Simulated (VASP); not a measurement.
## InSb: band structure with PBE

**The experiment to reproduce.**

“Electronic Structure and Epitaxy of CdTe Shells on InSb Nanowires”, 2021, arxiv:2111.05126 quotes, for a bulk crystal of InSb: band gap 0.24 eV.

The system is InSb.

```xyz
2
Lattice="0.0000 3.3120 3.3120 3.3120 0.0000 3.3120 3.3120 3.3120 0.0000" Properties=species:S:1:pos:R:3 pbc="T T T"
In    0.0000    0.0000    0.0000
Sb    1.6560    1.6560    1.6560
```

```
Program                : VASP 6.6.1
Task                   : band structure
Functional             : PBE
Potentials or basis    : VASP PAW PBE potentials, release 64 (In_d, Sb)
Cutoff                 : 350 eV
k mesh                 : 8 × 8 × 8
Occupations            : gaussian, width 0.02 eV
Spin                   : no spin polarisation
Further INCAR settings : ALGO = Normal; EDIFF = 1e-07
```

The pressure is 0.0 GPa. The band gap along the path is none (metal or under the smearing width).

Levels at the corners of the path, in eV from the Fermi level:
```
point  band 5  band 6  band 7  band 8  band 9  band 10  band 11  band 12  band 13
    Γ  -14.41  -10.32   -0.57   -0.01   -0.01    -0.01     2.96     2.96     2.96
    X  -14.40   -8.59   -5.65   -2.06   -2.06     1.35     1.45     7.75     7.75
    X  -14.40   -8.59   -5.65   -2.06   -2.06     1.35     1.45     7.75     7.75
    W  -14.41   -8.56   -5.56   -2.60   -2.47     3.26     3.97     4.09     4.92
    W  -14.41   -8.56   -5.56   -2.60   -2.47     3.26     3.97     4.09     4.92
    K  -14.41   -8.62   -5.53   -2.83   -1.74     1.64     3.59     6.02     6.21
    K  -14.41   -8.62   -5.53   -2.83   -1.74     1.64     3.59     6.02     6.21
    Γ  -14.41  -10.32   -0.57   -0.01   -0.01    -0.01     2.96     2.96     2.96
    Γ  -14.41  -10.32   -0.57   -0.01   -0.01    -0.01     2.96     2.96     2.96
    L  -14.41   -9.12   -5.33   -0.92   -0.92     0.42     3.79     3.79     6.11
    L  -14.41   -9.12   -5.33   -0.92   -0.92     0.42     3.79     3.79     6.11
    U  -14.41   -8.62   -5.53   -2.83   -1.74     1.64     3.59     6.02     6.21
    U  -14.41   -8.62   -5.53   -2.83   -1.74     1.64     3.59     6.02     6.21
    W  -14.41   -8.56   -5.56   -2.60   -2.47     3.26     3.97     4.09     4.92
    W  -14.41   -8.56   -5.56   -2.60   -2.47     3.26     3.97     4.09     4.92
    L  -14.41   -9.12   -5.33   -0.92   -0.92     0.42     3.79     3.79     6.11
    L  -14.41   -9.12   -5.33   -0.92   -0.92     0.42     3.79     3.79     6.11
    K  -14.41   -8.62   -5.53   -2.83   -1.74     1.64     3.59     6.02     6.21
    U  -14.41   -8.62   -5.53   -2.83   -1.74     1.64     3.59     6.02     6.21
    X  -14.40   -8.59   -5.65   -2.06   -2.06     1.35     1.45     7.75     7.75
```

Run time: 64 s on 1 thread of Intel(R) Xeon(R) Platinum 8259CL CPU @ 2.50GHz (Skylake/Cascade Lake), on a shared host, peak memory 0.18 GiB.

Against the measured gap of InSb, 0.24 eV (quoted in “Electronic Structure and Epitaxy of CdTe Shells on InSb Nanowires”, 2021, arxiv:2111.05126), the calculated 0.00 eV is off by -0.24 eV. Spin-orbit coupling on In, Sb is left out. The value is that of PBE, without temperature or zero-point motion. Semilocal functionals fall short of measured gaps as a rule.

Caveat: spin-orbit coupling is left out, which moves the levels of the heavy elements; this crystal is a semiconductor, whose small gap the functional closes, so the metal is an error of the method.
